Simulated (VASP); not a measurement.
Input for VASP

### POSCAR
```
GaN
1
    1.6269000000    -2.8178730000     0.0000000000
    1.6269000000     2.8178730000     0.0000000000
    0.0000000000     0.0000000000     5.2938000000
Ga N
2 2
Direct
  0.6666670000   0.3333330000   0.5000000000
  0.3333330000   0.6666670000   0.0000000000
  0.6666670000   0.3333330000   0.8770000000
  0.3333330000   0.6666670000   0.3770000000
```

KPOINTS:
```
Automatic mesh
0
Gamma
6 6 3
0 0 0
```

### INCAR
```
ALGO=Normal
EDIFF=1E-6
ENCUT=520
GGA=PE
ISIF=2
ISMEAR=0
LASPH=.TRUE.
LCHARG=.FALSE.
LMAXMIX=4
LREAL=.FALSE.
LWAVE=.FALSE.
NELM=100
PREC=Accurate
SIGMA=0.05
SYSTEM=GaN
```

POTCAR, in this order: Ga_d N (PBE.64 set). Program: vasp_std.

Write an equivalent input for Ansatz.

One equivalent input (not run):
Ansatz 0.2 input:
```yaml
crystal:
  lattice:
    - [1.6269000, -2.8178730, 0.0000000]
    - [1.6269000, 2.8178730, 0.0000000]
    - [0.0000000, 0.0000000, 5.2938000]
  atoms:
    - { symbol: Ga, position: [0.6666670, 0.3333330, 0.5000000] }
    - { symbol: Ga, position: [0.3333330, 0.6666670, 0.0000000] }
    - { symbol: N, position: [0.6666670, 0.3333330, 0.8770000] }
    - { symbol: N, position: [0.3333330, 0.6666670, 0.3770000] }
kpoints:
  mp_grid: { grid: [6, 6, 3] }
hamiltonian:
  xc: pbe
  pseudopotentials: { kind: paw }
scf:
  occupations: { method: gaussian, width: 0.05 }
  max_iter: 100
output: { forces: true, stress: true, eigenvalues: true }
```
What does not carry over: each code has its own PAW files, so the cut-off isn't converted (ENCUT is set for VASP's; basis.ecutwfc is left out, and Ansatz then takes the one that its files recommend); Ansatz stops its SCF on the density residual and VASP on the energy change (EDIFF).

The compound is GaN in the wurtzite structure. The cell was not relaxed at this level.
